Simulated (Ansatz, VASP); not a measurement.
# Sn in two plane-wave programs, part 4 of 4

Aim: how closely do two programs agree when they are given the same cell, functional and k mesh? The structure shown is the start of the Ansatz relaxation below; VASP solves that cell, so the two are compared at the walk's first step.

VASP 6.6.1 and Ansatz 0.2.0.

So far. Step 7 (VASP: single point, LDA, start cell, pair 2): The run ends at a pressure of 0.97 GPa, with forces up to 0.099 eV/Å.

### 9. Ansatz: relaxation, LDA

Level of this step: Ansatz beside VASP: Kohn-Sham DFT, plane waves, LDA (Ansatz).

The two programs are compared at the cell with which this relaxation starts, whose forces are those of its first step. The cell compared in this pair holds 66.78 Å³, against 66.43 Å³ for the pair before.

The structure compared here is the start of the Ansatz relaxation; VASP solves that cell, so the two are compared at the walk's first step.

Input file input.yaml:

```yaml
crystal:
  lattice:
    - [-0.0338400817, 3.2051809315, 3.2505098248]
    - [3.2051809315, -0.0338400817, 3.2505098248]
    - [3.1713408498, 3.1713408498, 0.0]
  atoms:
    - { symbol: Sn, position: [0.4990635201, 0.4990635201, 0.5008275586] }
    - { symbol: Sn, position: [0.7509364799, 0.7509364799, 0.7491724414] }
  conventional_axes: [[0, 0, 1], [1, -1, 0], [1, 1, -1]]
kpoints:
  mp_grid: { grid: [12, 12, 12], shift: [0.5, 0.5, 0.5] }
hamiltonian:
  xc: lda
  pseudopotentials: { kind: paw, azcp: { folder: soft_1 }, xc_functional: pbe }
scf:
  occupations: { method: gaussian, width: 0.015 }
output:
  forces: true
  stress: true
  eigenvalues: true
relax:
  adjacent_minimum: "off"
  f_tol: 0.001
  max_steps: 60
  cell: { stress_tol: 0.01, fix: [a, angles] }
```

The run is started by

```console
$ ansatz run input.yaml --threads 4 --pin off --max-ram 10240MiB --backend cpu --events-out ev --progress --plain --runs-dir out
```

Numbers of over 12 decimals in the logs are rounded to 6 here.

The log of the run:

```text
[...]
Crystal: 2 atoms, lattice volume = 66.779 Å³
Basis set: ecut = 420 eV, 1311 PW (Γ)
Bands: 18, of which v1, the nominal top of the filled ones, is band 14 counted from 1 (13 counted from 0)
Symmetry: 4 space group operations
[...]
k-points: 468 of 1728
[...]
k-point 467: bands = [... 10 lower, -1.2608, 1.3846, 5.9270, 6.4891, 8.2542, 10.8703, 11.1614, 13.5721]
--- Relaxed structure (5 steps of the walk, 4 accepted, 1 SCFs on fresh bases) ---
[...]
cell:  # Å, volume = 67.1191 Å³
    - [-0.034543, 3.205884, 3.265661]
    - [3.205884, -0.034543, 3.265661]
    - [3.1713408498, 3.1713408498, 0.0]
  atoms:
    - { symbol: Sn, position: [0.498205, 0.498205, 0.501689] }
    - { symbol: Sn, position: [0.751795, 0.751795, 0.748311] }
[key lines of the parts left out:]
SCF converged after 4 iterations
Free energy (F): -11759.144379 eV
Fermi energy:    7.764975 eV
P = ⅓ Tr σ = 0.4462 GPa (4.462 kbar)
```

### 10. VASP: single point, LDA, start cell, pair 3

The same cell, functional (in two slightly different forms), mesh and smearing now go to VASP, with its own data sets.

Input file INCAR:

```
SYSTEM = Sn
PREC = Accurate
ENCUT = 400
EDIFF = 1E-06
NELM = 120
ISMEAR = 0
SIGMA = 0.015
LREAL = .FALSE.
ALGO = Normal
GGA = CA
NBANDS = 20
LORBIT = 11
LWAVE = .FALSE.
LCHARG = .FALSE.
ISIF = 2
ISYM = 2
LASPH = .TRUE.
GGA_COMPAT = .FALSE.
KPAR = 2
```

Input file POSCAR:

```
Sn
1.0
   -0.0338400000      3.2051810000      3.2505100000
    3.2051810000     -0.0338400000      3.2505100000
    3.1713410000      3.1713410000      0.0000000000
Sn
2
Direct
    0.4990635316      0.4990635316      0.5008273663
    0.7509364684      0.7509364684      0.7491724760
```

Input file KPOINTS:

```
Points of the shifted mesh
1728
Reciprocal
 0.0416666667  0.0416666667  0.0416666667 1
 0.0416666667  0.0416666667  0.1250000000 1
 0.0416666667  0.0416666667  0.2083333333 1
 0.0416666667  0.0416666667  0.2916666667 1
 0.0416666667  0.0416666667  0.3750000000 1
 0.0416666667  0.0416666667  0.4583333333 1
 0.0416666667  0.0416666667  0.5416666667 1
 0.0416666667  0.0416666667  0.6250000000 1
 0.0416666667  0.0416666667  0.7083333333 1
 0.0416666667  0.0416666667  0.7916666667 1
 0.0416666667  0.0416666667  0.8750000000 1
 0.0416666667  0.0416666667  0.9583333333 1
 0.0416666667  0.1250000000  0.0416666667 1
 0.0416666667  0.1250000000  0.1250000000 1
 0.0416666667  0.1250000000  0.2083333333 1
 0.0416666667  0.1250000000  0.2916666667 1
 0.0416666667  0.1250000000  0.3750000000 1
 0.0416666667  0.1250000000  0.4583333333 1
 0.0416666667  0.1250000000  0.5416666667 1
 0.0416666667  0.1250000000  0.6250000000 1
 0.0416666667  0.1250000000  0.7083333333 1
 0.0416666667  0.1250000000  0.7916666667 1
 0.0416666667  0.1250000000  0.8750000000 1
 0.0416666667  0.1250000000  0.9583333333 1
 0.0416666667  0.2083333333  0.0416666667 1
 0.0416666667  0.2083333333  0.1250000000 1
 0.0416666667  0.2083333333  0.2083333333 1
 0.0416666667  0.2083333333  0.2916666667 1
 0.0416666667  0.2083333333  0.3750000000 1
 0.0416666667  0.2083333333  0.4583333333 1
 0.0416666667  0.2083333333  0.5416666667 1
 0.0416666667  0.2083333333  0.6250000000 1
 0.0416666667  0.2083333333  0.7083333333 1
 0.0416666667  0.2083333333  0.7916666667 1
 0.0416666667  0.2083333333  0.8750000000 1
 0.0416666667  0.2083333333  0.9583333333 1
 0.0416666667  0.2916666667  0.0416666667 1
 0.0416666667  0.2916666667  0.1250000000 1
 0.0416666667  0.2916666667  0.2083333333 1
 0.0416666667  0.2916666667  0.2916666667 1
 0.0416666667  0.2916666667  0.3750000000 1
 0.0416666667  0.2916666667  0.4583333333 1
 0.0416666667  0.2916666667  0.5416666667 1
 0.0416666667  0.2916666667  0.6250000000 1
 0.0416666667  0.2916666667  0.7083333333 1
 0.0416666667  0.2916666667  0.7916666667 1
 0.0416666667  0.2916666667  0.8750000000 1
 0.0416666667  0.2916666667  0.9583333333 1
 0.0416666667  0.3750000000  0.0416666667 1
 0.0416666667  0.3750000000  0.1250000000 1
 0.0416666667  0.3750000000  0.2083333333 1
 0.0416666667  0.3750000000  0.2916666667 1
 0.0416666667  0.3750000000  0.3750000000 1
 0.0416666667  0.3750000000  0.4583333333 1
 0.0416666667  0.3750000000  0.5416666667 1
 0.0416666667  0.3750000000  0.6250000000 1
 0.0416666667  0.3750000000  0.7083333333 1
 0.0416666667  0.3750000000  0.7916666667 1
 0.0416666667  0.3750000000  0.8750000000 1
 0.0416666667  0.3750000000  0.9583333333 1
 0.0416666667  0.4583333333  0.0416666667 1
 0.0416666667  0.4583333333  0.1250000000 1
 0.0416666667  0.4583333333  0.2083333333 1
 0.0416666667  0.4583333333  0.2916666667 1
 0.0416666667  0.4583333333  0.3750000000 1
 0.0416666667  0.4583333333  0.4583333333 1
 0.0416666667  0.4583333333  0.5416666667 1
 0.0416666667  0.4583333333  0.6250000000 1
 0.0416666667  0.4583333333  0.7083333333 1
 0.0416666667  0.4583333333  0.7916666667 1
 0.0416666667  0.4583333333  0.8750000000 1
 0.0416666667  0.4583333333  0.9583333333 1
 0.0416666667  0.5416666667  0.0416666667 1
 0.0416666667  0.5416666667  0.1250000000 1
 0.0416666667  0.5416666667  0.2083333333 1
 0.0416666667  0.5416666667  0.2916666667 1
 0.0416666667  0.5416666667  0.3750000000 1
 0.0416666667  0.5416666667  0.4583333333 1
 0.0416666667  0.5416666667  0.5416666667 1
 0.0416666667  0.5416666667  0.6250000000 1
 0.0416666667  0.5416666667  0.7083333333 1
 0.0416666667  0.5416666667  0.7916666667 1
 0.0416666667  0.5416666667  0.8750000000 1
 0.0416666667  0.5416666667  0.9583333333 1
 0.0416666667  0.6250000000  0.0416666667 1
 0.0416666667  0.6250000000  0.1250000000 1
 0.0416666667  0.6250000000  0.2083333333 1
 0.0416666667  0.6250000000  0.2916666667 1
 0.0416666667  0.6250000000  0.3750000000 1
 0.0416666667  0.6250000000  0.4583333333 1
 0.0416666667  0.6250000000  0.5416666667 1
 0.0416666667  0.6250000000  0.6250000000 1
 0.0416666667  0.6250000000  0.7083333333 1
 0.0416666667  0.6250000000  0.7916666667 1
 0.0416666667  0.6250000000  0.8750000000 1
 0.0416666667  0.6250000000  0.9583333333 1
 0.0416666667  0.7083333333  0.0416666667 1
 0.0416666667  0.7083333333  0.1250000000 1
 0.0416666667  0.7083333333  0.2083333333 1
 0.0416666667  0.7083333333  0.2916666667 1
 0.0416666667  0.7083333333  0.3750000000 1
 0.0416666667  0.7083333333  0.4583333333 1
 0.0416666667  0.7083333333  0.5416666667 1
 0.0416666667  0.7083333333  0.6250000000 1
 0.0416666667  0.7083333333  0.7083333333 1
 0.0416666667  0.7083333333  0.7916666667 1
 0.0416666667  0.7083333333  0.8750000000 1
 0.0416666667  0.7083333333  0.9583333333 1
 0.0416666667  0.7916666667  0.0416666667 1
 0.0416666667  0.7916666667  0.1250000000 1
 0.0416666667  0.7916666667  0.2083333333 1
 0.0416666667  0.7916666667  0.2916666667 1
[... 1390 lines left out ...]
 0.8750000000  0.4583333333  0.1250000000 1
 0.8750000000  0.4583333333  0.2083333333 1
 0.8750000000  0.4583333333  0.2916666667 1
 0.8750000000  0.4583333333  0.3750000000 1
 0.8750000000  0.4583333333  0.4583333333 1
 0.8750000000  0.4583333333  0.5416666667 1
 0.8750000000  0.4583333333  0.6250000000 1
 0.8750000000  0.4583333333  0.7083333333 1
 0.8750000000  0.4583333333  0.7916666667 1
 0.8750000000  0.4583333333  0.8750000000 1
 0.8750000000  0.4583333333  0.9583333333 1
 0.8750000000  0.5416666667  0.0416666667 1
 0.8750000000  0.5416666667  0.1250000000 1
 0.8750000000  0.5416666667  0.2083333333 1
 0.8750000000  0.5416666667  0.2916666667 1
 0.8750000000  0.5416666667  0.3750000000 1
 0.8750000000  0.5416666667  0.4583333333 1
 0.8750000000  0.5416666667  0.5416666667 1
 0.8750000000  0.5416666667  0.6250000000 1
 0.8750000000  0.5416666667  0.7083333333 1
 0.8750000000  0.5416666667  0.7916666667 1
 0.8750000000  0.5416666667  0.8750000000 1
 0.8750000000  0.5416666667  0.9583333333 1
 0.8750000000  0.6250000000  0.0416666667 1
 0.8750000000  0.6250000000  0.1250000000 1
 0.8750000000  0.6250000000  0.2083333333 1
 0.8750000000  0.6250000000  0.2916666667 1
 0.8750000000  0.6250000000  0.3750000000 1
 0.8750000000  0.6250000000  0.4583333333 1
 0.8750000000  0.6250000000  0.5416666667 1
 0.8750000000  0.6250000000  0.6250000000 1
 0.8750000000  0.6250000000  0.7083333333 1
 0.8750000000  0.6250000000  0.7916666667 1
 0.8750000000  0.6250000000  0.8750000000 1
 0.8750000000  0.6250000000  0.9583333333 1
 0.8750000000  0.7083333333  0.0416666667 1
 0.8750000000  0.7083333333  0.1250000000 1
 0.8750000000  0.7083333333  0.2083333333 1
 0.8750000000  0.7083333333  0.2916666667 1
 0.8750000000  0.7083333333  0.3750000000 1
 0.8750000000  0.7083333333  0.4583333333 1
 0.8750000000  0.7083333333  0.5416666667 1
 0.8750000000  0.7083333333  0.6250000000 1
 0.8750000000  0.7083333333  0.7083333333 1
 0.8750000000  0.7083333333  0.7916666667 1
 0.8750000000  0.7083333333  0.8750000000 1
 0.8750000000  0.7083333333  0.9583333333 1
 0.8750000000  0.7916666667  0.0416666667 1
 0.8750000000  0.7916666667  0.1250000000 1
 0.8750000000  0.7916666667  0.2083333333 1
 0.8750000000  0.7916666667  0.2916666667 1
 0.8750000000  0.7916666667  0.3750000000 1
 0.8750000000  0.7916666667  0.4583333333 1
 0.8750000000  0.7916666667  0.5416666667 1
 0.8750000000  0.7916666667  0.6250000000 1
 0.8750000000  0.7916666667  0.7083333333 1
 0.8750000000  0.7916666667  0.7916666667 1
 0.8750000000  0.7916666667  0.8750000000 1
 0.8750000000  0.7916666667  0.9583333333 1
 0.8750000000  0.8750000000  0.0416666667 1
 0.8750000000  0.8750000000  0.1250000000 1
 0.8750000000  0.8750000000  0.2083333333 1
 0.8750000000  0.8750000000  0.2916666667 1
 0.8750000000  0.8750000000  0.3750000000 1
 0.8750000000  0.8750000000  0.4583333333 1
 0.8750000000  0.8750000000  0.5416666667 1
 0.8750000000  0.8750000000  0.6250000000 1
 0.8750000000  0.8750000000  0.7083333333 1
 0.8750000000  0.8750000000  0.7916666667 1
 0.8750000000  0.8750000000  0.8750000000 1
 0.8750000000  0.8750000000  0.9583333333 1
 0.8750000000  0.9583333333  0.0416666667 1
 0.8750000000  0.9583333333  0.1250000000 1
 0.8750000000  0.9583333333  0.2083333333 1
 0.8750000000  0.9583333333  0.2916666667 1
 0.8750000000  0.9583333333  0.3750000000 1
 0.8750000000  0.9583333333  0.4583333333 1
 0.8750000000  0.9583333333  0.5416666667 1
 0.8750000000  0.9583333333  0.6250000000 1
 0.8750000000  0.9583333333  0.7083333333 1
 0.8750000000  0.9583333333  0.7916666667 1
 0.8750000000  0.9583333333  0.8750000000 1
 0.8750000000  0.9583333333  0.9583333333 1
 0.9583333333  0.0416666667  0.0416666667 1
 0.9583333333  0.0416666667  0.1250000000 1
 0.9583333333  0.0416666667  0.2083333333 1
 0.9583333333  0.0416666667  0.2916666667 1
 0.9583333333  0.0416666667  0.3750000000 1
 0.9583333333  0.0416666667  0.4583333333 1
 0.9583333333  0.0416666667  0.5416666667 1
 0.9583333333  0.0416666667  0.6250000000 1
 0.9583333333  0.0416666667  0.7083333333 1
 0.9583333333  0.0416666667  0.7916666667 1
 0.9583333333  0.0416666667  0.8750000000 1
 0.9583333333  0.0416666667  0.9583333333 1
 0.9583333333  0.1250000000  0.0416666667 1
 0.9583333333  0.1250000000  0.1250000000 1
 0.9583333333  0.1250000000  0.2083333333 1
 0.9583333333  0.1250000000  0.2916666667 1
 0.9583333333  0.1250000000  0.3750000000 1
 0.9583333333  0.1250000000  0.4583333333 1
 0.9583333333  0.1250000000  0.5416666667 1
 0.9583333333  0.1250000000  0.6250000000 1
 0.9583333333  0.1250000000  0.7083333333 1
 0.9583333333  0.1250000000  0.7916666667 1
 0.9583333333  0.1250000000  0.8750000000 1
 0.9583333333  0.1250000000  0.9583333333 1
 0.9583333333  0.2083333333  0.0416666667 1
 0.9583333333  0.2083333333  0.1250000000 1
 0.9583333333  0.2083333333  0.2083333333 1
 0.9583333333  0.2083333333  0.2916666667 1
 0.9583333333  0.2083333333  0.3750000000 1
 0.9583333333  0.2083333333  0.4583333333 1
 0.9583333333  0.2083333333  0.5416666667 1
 0.9583333333  0.2083333333  0.6250000000 1
 0.9583333333  0.2083333333  0.7083333333 1
 0.9583333333  0.2083333333  0.7916666667 1
 0.9583333333  0.2083333333  0.8750000000 1
 0.9583333333  0.2083333333  0.9583333333 1
 0.9583333333  0.2916666667  0.0416666667 1
 0.9583333333  0.2916666667  0.1250000000 1
 0.9583333333  0.2916666667  0.2083333333 1
 0.9583333333  0.2916666667  0.2916666667 1
 0.9583333333  0.2916666667  0.3750000000 1
 0.9583333333  0.2916666667  0.4583333333 1
 0.9583333333  0.2916666667  0.5416666667 1
 0.9583333333  0.2916666667  0.6250000000 1
 0.9583333333  0.2916666667  0.7083333333 1
 0.9583333333  0.2916666667  0.7916666667 1
 0.9583333333  0.2916666667  0.8750000000 1
 0.9583333333  0.2916666667  0.9583333333 1
 0.9583333333  0.3750000000  0.0416666667 1
 0.9583333333  0.3750000000  0.1250000000 1
 0.9583333333  0.3750000000  0.2083333333 1
 0.9583333333  0.3750000000  0.2916666667 1
 0.9583333333  0.3750000000  0.3750000000 1
 0.9583333333  0.3750000000  0.4583333333 1
 0.9583333333  0.3750000000  0.5416666667 1
 0.9583333333  0.3750000000  0.6250000000 1
 0.9583333333  0.3750000000  0.7083333333 1
 0.9583333333  0.3750000000  0.7916666667 1
 0.9583333333  0.3750000000  0.8750000000 1
 0.9583333333  0.3750000000  0.9583333333 1
 0.9583333333  0.4583333333  0.0416666667 1
 0.9583333333  0.4583333333  0.1250000000 1
 0.9583333333  0.4583333333  0.2083333333 1
 0.9583333333  0.4583333333  0.2916666667 1
 0.9583333333  0.4583333333  0.3750000000 1
 0.9583333333  0.4583333333  0.4583333333 1
 0.9583333333  0.4583333333  0.5416666667 1
 0.9583333333  0.4583333333  0.6250000000 1
 0.9583333333  0.4583333333  0.7083333333 1
 0.9583333333  0.4583333333  0.7916666667 1
 0.9583333333  0.4583333333  0.8750000000 1
 0.9583333333  0.4583333333  0.9583333333 1
 0.9583333333  0.5416666667  0.0416666667 1
 0.9583333333  0.5416666667  0.1250000000 1
 0.9583333333  0.5416666667  0.2083333333 1
 0.9583333333  0.5416666667  0.2916666667 1
 0.9583333333  0.5416666667  0.3750000000 1
 0.9583333333  0.5416666667  0.4583333333 1
 0.9583333333  0.5416666667  0.5416666667 1
 0.9583333333  0.5416666667  0.6250000000 1
 0.9583333333  0.5416666667  0.7083333333 1
 0.9583333333  0.5416666667  0.7916666667 1
 0.9583333333  0.5416666667  0.8750000000 1
 0.9583333333  0.5416666667  0.9583333333 1
 0.9583333333  0.6250000000  0.0416666667 1
 0.9583333333  0.6250000000  0.1250000000 1
 0.9583333333  0.6250000000  0.2083333333 1
 0.9583333333  0.6250000000  0.2916666667 1
 0.9583333333  0.6250000000  0.3750000000 1
 0.9583333333  0.6250000000  0.4583333333 1
 0.9583333333  0.6250000000  0.5416666667 1
 0.9583333333  0.6250000000  0.6250000000 1
 0.9583333333  0.6250000000  0.7083333333 1
 0.9583333333  0.6250000000  0.7916666667 1
 0.9583333333  0.6250000000  0.8750000000 1
 0.9583333333  0.6250000000  0.9583333333 1
 0.9583333333  0.7083333333  0.0416666667 1
 0.9583333333  0.7083333333  0.1250000000 1
 0.9583333333  0.7083333333  0.2083333333 1
 0.9583333333  0.7083333333  0.2916666667 1
 0.9583333333  0.7083333333  0.3750000000 1
 0.9583333333  0.7083333333  0.4583333333 1
 0.9583333333  0.7083333333  0.5416666667 1
 0.9583333333  0.7083333333  0.6250000000 1
 0.9583333333  0.7083333333  0.7083333333 1
 0.9583333333  0.7083333333  0.7916666667 1
 0.9583333333  0.7083333333  0.8750000000 1
 0.9583333333  0.7083333333  0.9583333333 1
 0.9583333333  0.7916666667  0.0416666667 1
 0.9583333333  0.7916666667  0.1250000000 1
 0.9583333333  0.7916666667  0.2083333333 1
 0.9583333333  0.7916666667  0.2916666667 1
 0.9583333333  0.7916666667  0.3750000000 1
 0.9583333333  0.7916666667  0.4583333333 1
 0.9583333333  0.7916666667  0.5416666667 1
 0.9583333333  0.7916666667  0.6250000000 1
 0.9583333333  0.7916666667  0.7083333333 1
 0.9583333333  0.7916666667  0.7916666667 1
 0.9583333333  0.7916666667  0.8750000000 1
 0.9583333333  0.7916666667  0.9583333333 1
 0.9583333333  0.8750000000  0.0416666667 1
 0.9583333333  0.8750000000  0.1250000000 1
 0.9583333333  0.8750000000  0.2083333333 1
 0.9583333333  0.8750000000  0.2916666667 1
 0.9583333333  0.8750000000  0.3750000000 1
 0.9583333333  0.8750000000  0.4583333333 1
 0.9583333333  0.8750000000  0.5416666667 1
 0.9583333333  0.8750000000  0.6250000000 1
 0.9583333333  0.8750000000  0.7083333333 1
 0.9583333333  0.8750000000  0.7916666667 1
 0.9583333333  0.8750000000  0.8750000000 1
 0.9583333333  0.8750000000  0.9583333333 1
 0.9583333333  0.9583333333  0.0416666667 1
 0.9583333333  0.9583333333  0.1250000000 1
 0.9583333333  0.9583333333  0.2083333333 1
 0.9583333333  0.9583333333  0.2916666667 1
 0.9583333333  0.9583333333  0.3750000000 1
 0.9583333333  0.9583333333  0.4583333333 1
 0.9583333333  0.9583333333  0.5416666667 1
 0.9583333333  0.9583333333  0.6250000000 1
 0.9583333333  0.9583333333  0.7083333333 1
 0.9583333333  0.9583333333  0.7916666667 1
 0.9583333333  0.9583333333  0.8750000000 1
 0.9583333333  0.9583333333  0.9583333333 1
```

The projector-augmented-wave data sets are Sn_d (LDA family, release 64).

The run is started by

```console
$ mpirun -np 2 vasp_std
```

The log of the run:

```text
[... set-up lines as in an earlier step ...]
 entering main loop
       N       E                     dE             d eps       ncg     rms          rms(c)
DAV:   1     0.209179860754E+03    0.20918E+03   -0.13282E+04 69784   0.178E+03
DAV:   2     0.130031650319E+02   -0.19618E+03   -0.19262E+03 69500   0.405E+02
DAV:   3    -0.838696153780E+01   -0.21390E+02   -0.21278E+02 79340   0.136E+02
DAV:   4    -0.904851602644E+01   -0.66155E+00   -0.66129E+00 78224   0.276E+01
[...]
DAV:   9    -0.893623164531E+01   -0.82270E-04   -0.19364E-04 89488   0.104E-01    0.173E-02
DAV:  10    -0.893623290257E+01   -0.12573E-05   -0.16342E-05 86896   0.431E-02    0.373E-03
DAV:  11    -0.893623319718E+01   -0.29462E-06   -0.14168E-06 61384   0.800E-03
   1 F= -.89362332E+01 E0= -.89362325E+01  d E =-.131960E-05
```

OUTCAR, selected parts (step 10):

```text
  Total        0.3694348      0.3694348      0.1605651      0.3738516     -0.0185677     -0.0185677
  in kB        8.8636014      8.8636014      3.8523294      8.9695711     -0.4454813     -0.4454814
  external PRESSURE =       7.1931774 kB  Pullay stress =       0.0000000 kB

 POSITION                                       TOTAL-FORCE (eV/Angst)
 -----------------------------------------------------------------------------------
      3.17100      3.17100      3.24442         0.000701      0.000701     -0.091738
      4.75736      4.75736      4.88185        -0.000701     -0.000701      0.091738
 -----------------------------------------------------------------------------------
    total drift:                                0.000000      0.000000     -0.000000

  FREE ENERGIE OF THE ION-ELECTRON SYSTEM (eV)
  ---------------------------------------------------
  free  energy   TOTEN  =        -8.9362331972 eV

  energy  without entropy=       -8.9362318776  energy(sigma->0) =       -8.93623254

[... 1 part as in an earlier step ...]

[... 2 further parts left out ...]
[key lines of the parts left out:]
E-fermi :   5.6063
```

The run ends at a pressure of 0.72 GPa, with forces up to 0.092 eV/Å.

### 11. Comparison

Forces (eV/Å; atoms numbered as in POSCAR):

```
atom        Ansatz x, y, z           VASP x, y, z
 Sn1  0.000, 0.000, -0.091   0.001, 0.001, -0.092
 Sn2   0.000, 0.000, 0.091  -0.001, -0.001, 0.092
```

The forces differ by 0.5 meV/Å r.m.s., which is 0.9 % of the r.m.s. force of 0.053 eV/Å (both taken over all components).

### 12. Other set-ups

Further runs change the set-up of one program: Ansatz's method, potentials or start, or VASP's data sets, cutoff or form of LDA. The table gives that difference for each run.

```
                         run  r.m.s. force difference (meV/Å)
                    as above                              0.5
VASP with a cutoff of 500 eV (perhaps on Ansatz's relaxed cell)                             0.24
```

### 13. Results

```yaml
r_m_s_force_difference_single_point_lda_start_cell_pair_1: 0.44 meV/Å
r_m_s_force_difference_single_point_lda_start_cell_pair_2: 1.1 meV/Å
r_m_s_force_difference_single_point_lda_start_cell_pair_3: 0.5 meV/Å
```

The r.m.s. force difference is 1.1 meV/Å (single point, LDA, start cell, pair 2), within the 12 meV/Å picked in this series as the mark of a large difference. Single point, LDA, start cell, pair 1, VASP with a cutoff of 500 eV (perhaps on Ansatz's relaxed cell): r.m.s. force difference goes from 0.44 to 0.63 meV/Å. Single point, LDA, start cell, pair 3, VASP with a cutoff of 500 eV (perhaps on Ansatz's relaxed cell): r.m.s. force difference goes from 0.5 to 0.24 meV/Å. 3 further runs of this series are not shown here. Such differences can come from data sets, numerical settings and the points named under the comparisons, not from the functional's error against experiment.

[Lines on the potential files, build, host, timing and source positions are cut from VASP's logs without a mark.]

[Logs are printed without paths, hosts, clocks, repeated set-up lines and the standing remarks that a program may print on its own settings, such as how far it seeks lower states.]

[Hosts, paths, dates, database ids (printed as entryN), source tags and the programs' standing remarks are cut or masked in the printed files.]

[Rows of further runs with another cutoff or data set may stand on the cell that Ansatz relaxed, not on the start cell of the pair above them.]
